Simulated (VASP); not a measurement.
All values below come from optB88-vdW, VASP's PBE PAW potentials (set 64) (plane waves; VASP).

The input files of a VASP run:

File KPOINTS:
```
kpoints
0
gamma
13 13 13
0 0 0
```

### INCAR
```
AGGAC = 0.0
ALGO = Normal
EDIFF = 1E-7
ENCUT = 520
GGA = BO
ISIF = 2
ISMEAR = 1
LASPH = T
LCHARG = F
LMAXMIX = 4
LREAL = F
LUSE_VDW = T
LWAVE = F
NELM = 100
PARAM1 = 0.1833333333
PARAM2 = 0.22
PREC = Accurate
SIGMA = 0.1
SYSTEM = ZrC
```

File POSCAR:
```
ZrC
1.0
  0.0000000000   2.3089118056   2.3089118056
  2.3089118056   0.0000000000   2.3089118056
  2.3089118056   2.3089118056   0.0000000000
Zr C
1 1
Cart
  0.0000000000   0.0000000000   0.0000000000
  2.3089118056   2.3089118056   2.3089118056
```

POTCAR, in this order: Zr_sv C (PBE.64 set). Program: vasp_std.

The resulting files:

File OSZICAR:
```
       N       E                     dE             d eps       ncg     rms          rms(c)
DAV:   1     0.117532066411E+03    0.11753E+03   -0.90016E+03  2020   0.135E+03
DAV:   2    -0.132538937761E+02   -0.13079E+03   -0.12314E+03  2376   0.342E+02
DAV:   3    -0.191826425300E+02   -0.59287E+01   -0.58266E+01  2932   0.651E+01
DAV:   4    -0.193927974592E+02   -0.21015E+00   -0.21005E+00  2600   0.116E+01
DAV:   5    -0.193973956715E+02   -0.45982E-02   -0.46051E-02  2864   0.149E+00    0.233E+01
DAV:   6    -0.157895033279E+02    0.36079E+01   -0.18000E+01  2260   0.299E+01    0.888E+00
DAV:   7    -0.156617236215E+02    0.12778E+00   -0.78676E-01  2324   0.750E+00    0.676E+00
DAV:   8    -0.156654336448E+02   -0.37100E-02   -0.12954E-01  2176   0.346E+00    0.210E+00
DAV:   9    -0.156593452472E+02    0.60884E-02   -0.31318E-02  2400   0.119E+00    0.404E-01
DAV:  10    -0.156599825052E+02   -0.63726E-03   -0.21541E-03  2372   0.576E-01    0.442E-01
DAV:  11    -0.156597722304E+02    0.21027E-03   -0.63305E-04  2196   0.205E-01    0.187E-02
DAV:  12    -0.156597708349E+02    0.13956E-05   -0.19018E-05  2788   0.412E-02    0.796E-03
DAV:  13    -0.156597702197E+02    0.61518E-06   -0.10923E-06  2716   0.957E-03    0.130E-03
DAV:  14    -0.156597702427E+02   -0.23080E-07   -0.19403E-08  1224   0.176E-03
   1 F= -.15659770E+02 E0= -.15659724E+02  d E =-.139497E-03
```

### OUTCAR
```
------------------------ aborting loop because EDIFF is reached ----------------------------------------
  FORCE on cell =-STRESS in cart. coord.  units (eV):
  Direction    XX          YY          ZZ          XY          YZ          ZX
  --------------------------------------------------------------------------------------
  Total        2.4041901      2.4041901      2.4041901     -0.0000000      0.0000000      0.0000000
  in kB      156.4686606    156.4686606    156.4686606     -0.0000000      0.0000000      0.0000000
  external PRESSURE =     156.4686606 kB  Pullay stress =       0.0000000 kB
  volume of cell :       24.62
      direct lattice vectors                 reciprocal lattice vectors
     0.000000000  2.308911806  2.308911806    -0.216552230  0.216552230  0.216552230
     2.308911806  0.000000000  2.308911806     0.216552230 -0.216552230  0.216552230
     2.308911806  2.308911806  0.000000000     0.216552230  0.216552230 -0.216552230
 POSITION                                       TOTAL-FORCE (eV/Angst)
 -----------------------------------------------------------------------------------
      0.00000      0.00000      0.00000         0.000000      0.000000      0.000000
      2.30891      2.30891      2.30891        -0.000000     -0.000000     -0.000000
 -----------------------------------------------------------------------------------
    total drift:                                0.000000     -0.000000     -0.000000
  FREE ENERGIE OF THE ION-ELECTRON SYSTEM (eV)
  ---------------------------------------------------
  free  energy   TOTEN  =       -15.6597702427 eV

  energy  without entropy=      -15.6596307453  energy(sigma->0) =      -15.65972374
```
(Selected blocks of OUTCAR.)

The compound is ZrC in the rock salt structure. This cell is one point of a volume scan, at 0.94 of the reference volume.
